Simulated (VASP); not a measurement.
Ag (space group Fm-3m): computed properties

Calculation: r2SCAN+rVV10, VASP's PBE PAW potentials (set 64) (plane waves; VASP).

```
Item                                                                                                   Result
----------------------------------  -------------------------------------------------------------------------
space group                                                                                       Fm-3m (225)
cell                                a = 4.078 Å, b = 4.078 Å, c = 4.078 Å, α = 90.00°, β = 90.00°, γ = 90.00°
volume per atom                                                                                16.95 Å^3/atom
band gap (over mesh and band path)                                   none (metal, semimetal or under 0.01 eV)
density                                                                                           10.57 g/cm³
```

Ag is modelled in the cubic space group Fm-3m (No. 225), the fcc (Cu type) structure, Pearson symbol cF4. Cell: a = 4.078 Å, b = 4.078 Å, c = 4.078 Å, α = 90.00°, β = 90.00°, γ = 90.00°. Ag on 4a is surrounded by 12 Ag at 2.883 Å (cuboctahedral). (Neighbours: up to the widest gap in distance over summed covalent radii, below 1.35, at either atom.)
(The calculation used a cell of 1 atom; values per cell refer to that cell.)

The structure comes from a measured Ag entry (Fm-3m) of the Crystallography Open Database, whose conditions weren't checked. It was relaxed first. Symmetry was kept, so distortions that lower it aren't found.
